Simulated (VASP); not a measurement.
Level of theory: revTPSS meta-GGA, VASP's PBE PAW potentials (set 64) (plane waves; VASP).

The input files of a VASP run:

File KPOINTS:
```
Automatic mesh
0
Gamma
11 11 11
0 0 0
```

### POSCAR
```
MgO
1
    0.0000000000     2.1552022883     2.1552022883
    2.1552022883     0.0000000000     2.1552022883
    2.1552022883     2.1552022883     0.0000000000
Mg O
1 1
Direct
  0.0000000000   0.0000000000   0.0000000000
  0.5000000000   0.5000000000   0.5000000000
```

**INCAR**
```
! general
SYSTEM =MgO
PREC   =Accurate
ENCUT  =520
LREAL  =F
LASPH  =T

! electronic loop
EDIFF  =1E-7
NELM   =100
ALGO   =Normal
LMIXTAU=T

! smearing
ISMEAR =0
SIGMA  =0.05

! functional
METAGGA=RTPSS

! ions
ISIF   =2

! output
LWAVE  =F
LCHARG =F
```

POTCAR, in this order: Mg O (PBE.64 set). Program: vasp_std.

### Question
What will the output report for the number of irreducible k-points (NKPTS), largest plane-wave count, number of space-group operations, FFT grid (NGX, NGY, NGZ)?

### Answer

```json
{
  "number of irreducible k-points (NKPTS)": "56",
  "largest_plane_wave_count": "556",
  "number_of_space_group_operations": "48",
  "FFT grid (NGX, NGY, NGZ)": "24 × 24 × 24"
}
```

The compound is MgO in the rock salt structure. This cell is one point of a volume scan, at 1.06 of the reference volume.
